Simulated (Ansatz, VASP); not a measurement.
MgCd2Se3: VASP beside Ansatz

```
Mg Cd Se
1.0
     4.34573    0.00000    0.00000
    -2.17286    3.76351    0.00000
     0.00000    0.00000   21.17688
Mg Cd Se
2 4 6
Direct
  0.66667 0.33333 0.33206
  0.33333 0.66667 0.83206
  0.66667 0.33333 0.99853
  0.66667 0.33333 0.66859
  0.33333 0.66667 0.16859
  0.33333 0.66667 0.49853
  0.66667 0.33333 0.12527
  0.66667 0.33333 0.45510
  0.66667 0.33333 0.79545
  0.33333 0.66667 0.29545
  0.33333 0.66667 0.62527
  0.33333 0.66667 0.95510
```

Alike in both runs: functional PBE; k mesh 6 × 6 × 1; occupations gaussian, width 0.1 eV; no spin polarisation.

Ansatz relaxed the structure, and its values are those at the end. VASP's run is a single point on that final structure, the one shown.

```csv
,VASP,Ansatz
version,VASP 6.6.1,Ansatz 0.2.0
potentials or method,"VASP PAW PBE potentials, release 64 (Mg, Cd, Se)","scalar-relativistic, plane waves, PAW"
plane-wave cutoff (eV),520,420
valence electrons in the cell,88,196
```

```tsv
	VASP	Ansatz	Ansatz less VASP
gap on the k mesh at the Fermi level (eV)	1.01	1.01	+0.002
least direct gap on the mesh (eV)	1.01	1.01	+0.002
pressure (GPa)	0.1	-0.1	-0.16
rms of the force components (eV/Å)	0.017	0.009	-0.0072
```

The functional is the same, so the differences come from potentials, cutoffs and numerics. The two sets of potentials don't hold the same shells in valence.

Expect the measured gap to be larger: semilocal functionals such as PBE lack the derivative discontinuity.
